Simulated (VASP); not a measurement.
**Relaxed cell of Au (Gold): a test of cutoff and mesh**

How far does the relaxed cell of Au (Gold) depend on cutoff and k mesh? The starting structure is a measured crystal structure from the Crystallography Open Database. The first relaxation on each setting starts from this cell expanded by 3 % in volume.

Program: VASP 6.6.1. Level of theory: Kohn-Sham DFT with plane waves and PAW; PBEsol. Results are calculated unless marked as measured.

### 1. Starting point

It takes space group Fm-3m (No. 225, cubic). The conventional cell has a = 4.078 Å, b = 4.078 Å, c = 4.078 Å, α = 90.00°, β = 90.00°, γ = 90.00°. Nearest to Au lie 12 Au at 2.88 Å.

### 2. Reference relaxation

File INCAR:

```
SYSTEM = Au
PREC = Accurate
ENCUT = 450
EDIFF = 1E-06
NELM = 100
ISMEAR = 1
SIGMA = 0.15
LREAL = .FALSE.
ALGO = Normal
GGA = PS
NBANDS = 11
LORBIT = 11
LWAVE = .FALSE.
LCHARG = .FALSE.
KPAR = 4
IBRION = 2
NSW = 50
ISIF = 3
EDIFFG = -0.004
```

File POSCAR:

```
Au
1.0
    0.0000000000      2.0593156695      2.0593156695
    2.0593156695      0.0000000000      2.0593156695
    2.0593156695      2.0593156695      0.0000000000
Au
1
Direct
    0.0000000000      0.0000000000      0.0000000000
```

File KPOINTS:

```
Automatic mesh
0
Gamma
18 18 18
0 0 0
```

Potentials, in the order of the species: Au (PBE family, release 64).

Launch:

```bash
mpirun -np 4 vasp_std
```

The log of the run:

```text
[banner, memory and clock lines left out]
running    4 mpi-ranks, on    1 nodes
 distrk:  each k-point on    1 cores,    4 groups
 distr:  one band on    1 cores,    1 groups

 POSCAR found type information on POSCAR Au
 POSCAR found :  1 types and       1 ions
|                                                                             |
|               ----> ADVICE to this user running VASP <----                  |
|                                                                             |
|     You enforced a specific xc type in the INCAR file but a different       |
|     [... a line on the potential file left out ...]
|     I HOPE YOU KNOW WHAT YOU ARE DOING!                                     |
|                                                                             |

 LDA part: xc-table for (Slater+PW92), standard interpolation
 POSCAR, INCAR and KPOINTS ok, starting setup
 FFT: planning ... GRIDC
 FFT: planning ... GRID_SOFT
 FFT: planning ... GRID
 WAVECAR not read
 entering main loop
       N       E                     dE             d eps       ncg     rms          rms(c)
DAV:   1     0.408172648151E+02    0.40817E+02   -0.51633E+03  4666   0.780E+02
DAV:   2    -0.371668306769E+01   -0.44534E+02   -0.42150E+02  4895   0.177E+02
DAV:   3    -0.425331808390E+01   -0.53664E+00   -0.53602E+00  4903   0.187E+01
DAV:   4    -0.425504260648E+01   -0.17245E-02   -0.17244E-02  4791   0.125E+00
DAV:   5    -0.425505526497E+01   -0.12658E-04   -0.12659E-04  4938   0.103E-01    0.889E+00
DAV:   6    -0.394160217336E+01    0.31345E+00   -0.93802E-01  4530   0.812E+00    0.557E+00
DAV:   7    -0.392099827211E+01    0.20604E-01   -0.69102E-02  4890   0.218E+00    0.279E+00
DAV:   8    -0.391817183689E+01    0.28264E-02   -0.12854E-03  4617   0.350E-01    0.273E-01
DAV:   9    -0.391816303048E+01    0.88064E-05   -0.74845E-06  4812   0.246E-02    0.109E-02
DAV:  10    -0.391816638296E+01   -0.33525E-05   -0.11317E-06  4669   0.964E-03    0.145E-03
DAV:  11    -0.391816645159E+01   -0.68627E-07   -0.42838E-08  2439   0.178E-03
   1 F= -.39181665E+01 E0= -.39181907E+01  d E =-.391817E+01
[...]
2 F= -.39072159E+01 E0= -.39072144E+01  d E =0.109506E-01
[...]
3 F= -.39245233E+01 E0= -.39245243E+01  d E =-.635686E-02
[...]
4 F= -.39245234E+01 E0= -.39245241E+01  d E =-.635693E-02
 curvature:  -0.17 expect dE=-0.437E-06 dE for cont linesearch -0.437E-06
 ZBRENT: accuracy reached
 trial: gam= 0.00000 g(F)=  0.132E-63 g(S)=  0.258E-05 ort =-0.287E-03 (trialstep = 0.879E+00)
 search vector abs. value=  0.258E-05
 bond charge predicted
       N       E                     dE             d eps       ncg     rms          rms(c)
DAV:   1    -0.392455904951E+01   -0.36168E-04   -0.65882E-04  4488   0.251E-01    0.354E-02
DAV:   2    -0.392452578692E+01    0.33263E-04   -0.10233E-04  4407   0.848E-02    0.148E-02
DAV:   3    -0.392452384500E+01    0.19419E-05   -0.62722E-06  4218   0.203E-02    0.107E-02
DAV:   4    -0.392452332883E+01    0.51617E-06   -0.23584E-07  2307   0.363E-03
   5 F= -.39245233E+01 E0= -.39245244E+01  d E =0.537675E-07
 trial-energy change:    0.000000  1 .order   -0.000000   -0.000002    0.000002
 step:   0.4624(harm=  0.4624)  dis= 0.00000  next Energy=    -3.924524 (dE=-0.596E-06)
 reached required accuracy - stopping structural energy minimisation
```

Wall time 8.2 s (4 MPI ranks of Intel Xeon 6975P-C (Granite Rapids), shared host); peak memory 0.63 GiB.

The logs omit lines about the potential files and the build; timing stands in the text.

Parts of OUTCAR (step 2):

```text
ion  position               nearest neighbor table
   1  0.000  0.000  0.000-

  LATTYP: Found a face centered cubic cell.
 ALAT       =     4.1186313390

 Subroutine GETGRP returns: Found 48 space group operations
 (whereof 48 operations were pure point group operations)

The static configuration has the point symmetry O_h .

 Found    195 irreducible k-points:

   k-points           NKPTS =    195   k-points in BZ     NKDIM =    195   number of bands    NBANDS=     11

   dimension x,y,z NGX =    20 NGY =   20 NGZ =   20
   dimension x,y,z NGXF=    40 NGYF=   40 NGZF=   40

   ENCUT  =  450.0 eV  33.07 Ry    5.75 a.u.   5.04  5.04  5.04*2*pi/ulx,y,z

   NELECT =      11.0000    total number of electrons

 k-points in reciprocal lattice and weights: Automatic mesh
   0.00000000  0.00000000  0.00000000       0.000
   0.05555556  0.00000000  0.00000000       0.001
   0.11111111  0.00000000  0.00000000       0.001
   0.16666667  0.00000000  0.00000000       0.001
   0.22222222  0.00000000  0.00000000       0.001
   0.27777778  0.00000000  0.00000000       0.001
   0.33333333  0.00000000  0.00000000       0.001
   0.38888889  0.00000000  0.00000000       0.001
   0.44444444  0.00000000  0.00000000       0.001
[...]
-0.27777778  0.44444444  0.22222222       0.004
  -0.27777778  0.50000000  0.22222222       0.002

 average (electrostatic) potential at core
       1 -64.0532

 E-fermi :   9.2737

 k-point     1 :       0.0000    0.0000    0.0000
  band No.  band energies     occupation
    ...
      2       4.6204      2.00000
      3       4.6204      2.00000
      4       4.6204      2.00000
      5       6.1573      2.00000
      6       6.1573      2.00000
      7      23.8046      0.00000
      8      27.8093      0.00000
      9      27.8093      0.00000
     10      27.8093      0.00000
     11      32.6811      0.00000

 k-point     2 :       0.0556    0.0000    0.0000
  band No.  band energies     occupation
    ...
      2       4.5841      2.00000
      3       4.6581      2.00000
      4       4.6581      2.00000
      5       6.1398      2.00000
      6       6.1398      2.00000
      7      23.9343      0.00000
      8      27.0915      0.00000
      9      27.9388      0.00000
     10      27.9388      0.00000
     11      33.2993      0.00000

 k-point     3 :       0.1111    0.0000    0.0000
  band No.  band energies     occupation
    ...
      2       4.4919      2.00000
      3       4.7566      2.00000
      4       4.7566      2.00000
      5       6.1041      2.00000
      6       6.1041      2.00000
      7      24.2293      0.00000
      8      25.6113      0.00000
      9      28.3052      0.00000
     10      28.3052      0.00000
     11      33.0807      0.00000

  Total       -0.0037983     -0.0037983     -0.0037983      0.0000000      0.0000000      0.0000000
  in kB       -0.3577120     -0.3577120     -0.3577120      0.0000000      0.0000000      0.0000000
  external PRESSURE =      -0.3577120 kB  Pullay stress =       0.0000000 kB

  energy-cutoff  :      450.00
  volume of cell :       17.01
      direct lattice vectors                 reciprocal lattice vectors
     0.000000000  2.041317138  2.041317138    -0.244939892  0.244939892  0.244939892
     2.041317138  0.000000000  2.041317138     0.244939892 -0.244939892  0.244939892
     2.041317138  2.041317138  0.000000000     0.244939892  0.244939892 -0.244939892

 POSITION                                       TOTAL-FORCE (eV/Angst)
 -----------------------------------------------------------------------------------
      0.00000      2.04132      2.04132         0.000000      0.000000     -0.000000
 -----------------------------------------------------------------------------------
    total drift:                               -0.000000     -0.000000     -0.000000

  FREE ENERGIE OF THE ION-ELECTRON SYSTEM (eV)
  ---------------------------------------------------
  free  energy   TOTEN  =        -3.9245233288 eV

  energy  without entropy=       -3.9245264336  energy(sigma->0) =       -3.92452436

 reached required accuracy - stopping structural energy minimisation

 total charge
# of ion       s       p       d       tot
------------------------------------------
    1        0.536   0.359   8.750   9.646

[... 3 further parts left out ...]
```

CONTCAR:

```
Au
   1.00000000000000
     0.0000000000000000    2.0413171381385444    2.0413171381385444
     2.0413171381385444    0.0000000000000000    2.0413171381385444
     2.0413171381385444    2.0413171381385444    0.0000000000000000
  Au
     1
Direct
     1.0000000000000000    0.0000000000000000    0.0000000000000000
```

This run has no spin polarisation. Its electron count is odd, so without a moment it is a metal by construction. The PAW data sets were made with PBE, which is usual practice but a small mismatch for other functionals. The run keeps the 48 symmetry operations of its start, so it cannot find a distortion of lower symmetry.

The reference relaxation ends at 17.012 Å³ an atom. Pressures at 0.985 and 1.015 times this volume, from two more relaxations that aren't shown, give a bulk modulus of 175.3 GPa.

### 3. Relaxation with a cutoff of 230 eV

Against step 2 the input has ENCUT = 230. This run starts from the cell of an earlier relaxation, which isn't shown; the restart sets up the plane waves anew.

Changes to INCAR since step 2:

```diff
@@ -2,3 +2,3 @@
 PREC = Accurate
-ENCUT = 450
+ENCUT = 230
 EDIFF = 1E-06
```

File POSCAR:

```
Au
1.0
    0.0000000000      2.0319917069      2.0319917069
    2.0319917069      0.0000000000      2.0319917069
    2.0319917069      2.0319917069      0.0000000000
Au
1
Direct
    0.0000000000      0.0000000000      0.0000000000
```

KPOINTS is that of step 2.

Launch:

```bash
mpirun -np 4 vasp_std
```

The log of the run:

```text
[banner, memory and clock lines left out]
running    4 mpi-ranks, on    1 nodes
[...]
[... a notice as in an earlier step ...]

 LDA part: xc-table for (Slater+PW92), standard interpolation
 POSCAR, INCAR and KPOINTS ok, starting setup
[...]
entering main loop
       N       E                     dE             d eps       ncg     rms          rms(c)
DAV:   1     0.173465022774E+02    0.17347E+02   -0.35053E+03  5480   0.435E+02
DAV:   2    -0.411695746365E+01   -0.21463E+02   -0.20479E+02  4902   0.115E+02
DAV:   3    -0.425784158219E+01   -0.14088E+00   -0.14084E+00  4895   0.870E+00
DAV:   4    -0.425816786152E+01   -0.32628E-03   -0.32627E-03  4827   0.483E-01
[...]
DAV:   9    -0.391799476363E+01    0.10158E-04   -0.93861E-06  4833   0.234E-02    0.174E-02
DAV:  10    -0.391799800211E+01   -0.32385E-05   -0.70267E-07  4488   0.550E-03    0.571E-04
DAV:  11    -0.391799806180E+01   -0.59695E-07   -0.20938E-08  2433   0.118E-03
   1 F= -.39179981E+01 E0= -.39179939E+01  d E =-.391800E+01
[...]
DAV:   5    -0.391386989948E+01    0.11446E-04   -0.10446E-05  4761   0.250E-02    0.279E-03
DAV:   6    -0.391387187751E+01   -0.19780E-05   -0.20605E-07  2972   0.266E-03    0.557E-04
DAV:   7    -0.391387209650E+01   -0.21899E-06   -0.22825E-08  2319   0.979E-04
   2 F= -.39138721E+01 E0= -.39138722E+01  d E =0.412597E-02
 trial-energy change:    0.004126  1 .order    0.004180   -0.005032    0.013392
 step:   0.2766(harm=  0.2731)  dis= 0.00000  next Energy=    -3.918695 (dE=-0.697E-03)
[...]
N       E                     dE             d eps       ncg     rms          rms(c)
DAV:   1    -0.396375286167E+01   -0.49881E-01   -0.84277E-01  4518   0.887E+00    0.124E+00
DAV:   2    -0.392099412090E+01    0.42759E-01   -0.12201E-01  4419   0.288E+00    0.616E-01
DAV:   3    -0.391873572715E+01    0.22584E-02   -0.89004E-03  4764   0.761E-01    0.413E-01
DAV:   4    -0.391870004727E+01    0.35680E-04   -0.26570E-04  4548   0.962E-02    0.189E-02
DAV:   5    -0.391870179622E+01   -0.17490E-05   -0.61116E-06  4944   0.170E-02    0.180E-03
DAV:   6    -0.391870185449E+01   -0.58263E-07   -0.19637E-07  2603   0.300E-03
   3 F= -.39187019E+01 E0= -.39186972E+01  d E =-.703793E-03
[...]
reached required accuracy - stopping structural energy minimisation
```

The job ended after 2.2 s (4 MPI ranks; peak memory 0.44 GiB; 6.7 s of CPU time).

OUTCAR, selected parts (step 3):

```text
  Total       -0.0000598     -0.0000598     -0.0000598      0.0000000      0.0000000     -0.0000000
  in kB       -0.0057550     -0.0057550     -0.0057550      0.0000000      0.0000000     -0.0000000
  external PRESSURE =      -0.0057550 kB  Pullay stress =       0.0000000 kB

 POSITION                                       TOTAL-FORCE (eV/Angst)
 -----------------------------------------------------------------------------------
      0.00000      0.00000      0.00000        -0.000000     -0.000000     -0.000000
 -----------------------------------------------------------------------------------
    total drift:                               -0.000000     -0.000000     -0.000000

  FREE ENERGIE OF THE ION-ELECTRON SYSTEM (eV)
  ---------------------------------------------------
  free  energy   TOTEN  =        -3.9187018545 eV

  energy  without entropy=       -3.9186879836  energy(sigma->0) =       -3.91869723

[... 2 parts as in an earlier step ...]

[... 2 further parts left out ...]
[key lines of the parts left out:]
E-fermi :   9.6466
```

With a cutoff of 230 eV the cell ends at 16.655 Å³ an atom, -2.10 % from the reference; the bulk modulus is 191.1 GPa against 175.3 GPa.

### 4. Relaxation with a 10×10×10 mesh

Against step 2 the input has a 10×10×10 mesh.

Changes to INCAR since step 3:

```diff
@@ -2,3 +2,3 @@
 PREC = Accurate
-ENCUT = 230
+ENCUT = 450
 EDIFF = 1E-06
```

File POSCAR:

```
Au
1.0
    0.0000000000      2.0593156695      2.0593156695
    2.0593156695      0.0000000000      2.0593156695
    2.0593156695      2.0593156695      0.0000000000
Au
1
Direct
    0.0000000000      0.0000000000      0.0000000000
```

File KPOINTS:

```
Automatic mesh
0
Gamma
10 10 10
0 0 0
```

Launch:

```bash
mpirun -np 4 vasp_std
```

The log of the run:

```text
[... set-up lines as in an earlier step ...]
 entering main loop
       N       E                     dE             d eps       ncg     rms          rms(c)
DAV:   1     0.405609172786E+02    0.40561E+02   -0.51306E+03  1122   0.775E+02
DAV:   2    -0.377003937454E+01   -0.44331E+02   -0.41907E+02  1175   0.174E+02
DAV:   3    -0.423176942217E+01   -0.46173E+00   -0.46137E+00  1148   0.180E+01
DAV:   4    -0.423333730854E+01   -0.15679E-02   -0.15678E-02  1160   0.120E+00
[...]
DAV:   9    -0.389616239627E+01    0.57497E-05   -0.78364E-06  1169   0.238E-02    0.111E-02
DAV:  10    -0.389616538888E+01   -0.29926E-05   -0.11770E-06  1111   0.969E-03    0.174E-03
DAV:  11    -0.389616544167E+01   -0.52792E-07   -0.41262E-08   586   0.171E-03
   1 F= -.38961654E+01 E0= -.38964492E+01  d E =-.389617E+01
[...]
N       E                     dE             d eps       ncg     rms          rms(c)
DAV:   1    -0.435350413310E+01   -0.45734E+00   -0.84017E+00  1076   0.282E+01    0.419E+00
[...]
DAV:   6    -0.388854628370E+01   -0.88759E-05   -0.21479E-06  1151   0.110E-02    0.174E-03
DAV:   7    -0.388854698645E+01   -0.70275E-06   -0.15122E-07   586   0.346E-03
   2 F= -.38885470E+01 E0= -.38887165E+01  d E =0.761846E-02
 trial-energy change:    0.007618  1 .order    0.008868   -0.025098    0.042835
 step:   0.3959(harm=  0.3695)  dis= 0.00000  next Energy=    -3.901211 (dE=-0.505E-02)
[...]
N       E                     dE             d eps       ncg     rms          rms(c)
DAV:   1    -0.406837343770E+01   -0.17983E+00   -0.30867E+00  1085   0.173E+01    0.245E+00
DAV:   2    -0.390884549677E+01    0.15953E+00   -0.47157E-01  1061   0.578E+00    0.117E+00
DAV:   3    -0.390136123777E+01    0.74843E-02   -0.30987E-02  1154   0.144E+00    0.839E-01
DAV:   4    -0.390126670821E+01    0.94530E-04   -0.10007E-03  1097   0.248E-01    0.709E-02
DAV:   5    -0.390127346024E+01   -0.67520E-05   -0.66361E-05  1215   0.554E-02    0.405E-03
DAV:   6    -0.390127482339E+01   -0.13632E-05   -0.15318E-06  1095   0.993E-03    0.738E-04
DAV:   7    -0.390127478981E+01    0.33583E-07   -0.10608E-08   559   0.973E-04
   3 F= -.39012748E+01 E0= -.39015382E+01  d E =-.510935E-02
[...]
reached required accuracy - stopping structural energy minimisation
```

Wall time 2.8 s (4 MPI ranks); peak memory 0.53 GiB; 8.6 s of CPU time.

From OUTCAR (step 4):

```text
  Total       -0.0035349     -0.0035349     -0.0035349      0.0000000      0.0000000      0.0000000
  in kB       -0.3321191     -0.3321191     -0.3321191      0.0000000      0.0000000      0.0000000
  external PRESSURE =      -0.3321191 kB  Pullay stress =       0.0000000 kB

 POSITION                                       TOTAL-FORCE (eV/Angst)
 -----------------------------------------------------------------------------------
      0.00000      0.00000      0.00000        -0.000000     -0.000000     -0.000000
 -----------------------------------------------------------------------------------
    total drift:                                0.000000      0.000000      0.000000

  FREE ENERGIE OF THE ION-ELECTRON SYSTEM (eV)
  ---------------------------------------------------
  free  energy   TOTEN  =        -3.9012747898 eV

  energy  without entropy=       -3.9020648869  energy(sigma->0) =       -3.90153816

[... 1 part as in an earlier step ...]

[... 3 further parts left out ...]
[key lines of the parts left out:]
E-fermi :   9.2354
```

With a 10×10×10 mesh the cell ends at 17.053 Å³ an atom, +0.24 % from the reference; the bulk modulus is 170.2 GPa against 175.3 GPa.

(Part 1 of 2 ends here.)

[Lines on the potential files, build, host, timing and source positions are cut from VASP's logs without a mark.]

[Logs are printed without paths, hosts, clocks, repeated set-up lines and the standing remarks that a program may print on its own settings, such as how far it seeks lower states.]

[Hosts, paths, dates, database ids (printed as entryN), source tags and the programs' standing remarks are cut or masked in the printed files.]
